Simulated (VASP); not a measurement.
Level of theory: PBE GGA, VASP's PBE PAW potentials (set 64) (plane waves; VASP 6.6.1).

VASP ran on this input.

INCAR:
```
# general
SYSTEM  = SrCl2
PREC    = Accurate
ENCUT   = 530
LREAL   = .False.
LASPH   = .True.   # aspherical one-centre terms

# electronic loop
EDIFF   = 1E-7   # SCF stop (eV)
NELM    = 100
ALGO    = Normal
LMAXMIX = 4

# smearing
ISMEAR  = 0
SIGMA   = 0.05

# functional
GGA     = PE   # PBE

# ions
IBRION  = 6
NSW     = 1
ISIF    = 3
POTIM   = 0.015   # step
NFREE   = 2

# output
LWAVE   = .False.
LCHARG  = .False.
```

File KPOINTS:
```
Automatic mesh
0
Gamma
5 5 5
0 0 0
```

POSCAR:
```
SrCl2
4.9774330
  0.0000000000   0.7071067700   0.7071067700
  0.7071067700   0.0000000000   0.7071067700
  0.7071067700   0.7071067700   0.0000000000
Sr Cl
1 2
Cart
  0.0000000000   0.0000000000   0.0000000000
  0.3535533850   0.3535533850   0.3535533850
  1.0606601549   1.0606601549   1.0606601549
```

POTCAR, in this order: Sr_sv Cl (PBE.64 set). Program: vasp_std.

Task: What will the output report for the number of irreducible k-points (NKPTS), number of bands (NBANDS), largest plane-wave count, number of space-group operations, FFT grid (NGX, NGY, NGZ)?

Result: 
The number of irreducible k-points (NKPTS) comes out as 10. The number of bands (NBANDS) is 16, the largest plane-wave count comes out as 2437 and the number of space-group operations comes out as 48. The FFT grid (NGX, NGY, NGZ) is 40 × 40 × 40.

The compound is SrCl2 in the fluorite structure. It was relaxed first.
